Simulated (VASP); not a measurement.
Input of a VASP 6.6.1 run:

Contents of INCAR:

```
SYSTEM = SnH2ICl
ALGO = Normal
EDIFF = 1E-7
ENCUT = 520
GGA = PE
ISIF = 2
ISMEAR = 0
LASPH = .TRUE.
LCHARG = .FALSE.
LREAL = .FALSE.
LWAVE = .FALSE.
NBANDS = 23
NELM = 80
PREC = Accurate
SIGMA = 0.01
```

File KPOINTS:

```
k-points
0
G
  1 1 1
  0 0 0
```

File POSCAR:

```
SnH2ICl
1.0
   13.0000000000      0.0000000000      0.0000000000
    0.0000000000     12.0000000000      0.0000000000
    0.0000000000      0.0000000000     13.0000000000
Cl Sn I H
1 1 1 2
Direct
    0.3671038500      0.5631375000      0.5299500000
    0.5225038500      0.4999041700      0.4638423100
    0.6348961500      0.4257458300      0.6210269200
    0.4947730800      0.3918791700      0.3842038500
    0.5820038500      0.6116208300      0.4101653800
```

Potentials or basis: VASP PAW PBE potentials, release 64 (Cl, Sn_d, I, H).

The run is started by

```sh
$ cat potpaw_PBE.64/Cl/POTCAR potpaw_PBE.64/Sn_d/POTCAR potpaw_PBE.64/I/POTCAR potpaw_PBE.64/H/POTCAR > POTCAR
$ mpirun -np 1 vasp_gam > vasp.out
```

Problem. Estimate the largest force.

Solution. 0.380 eV/Å.

Problem. What does it give for the gap between the frontier levels?

Solution. 4.08 eV.

Forces in eV/Å, atoms in the order of the input:
```
Cl  -0.334  0.128  0.127
Sn   0.106 -0.026 -0.149
I    0.185 -0.111  0.245
H   -0.051 -0.165 -0.134
H    0.094  0.175 -0.090
```

Caveat: spin-orbit coupling is left out, which moves the levels of the heavy elements. PBE gaps usually lie below the measured ones, often by a third to a half.
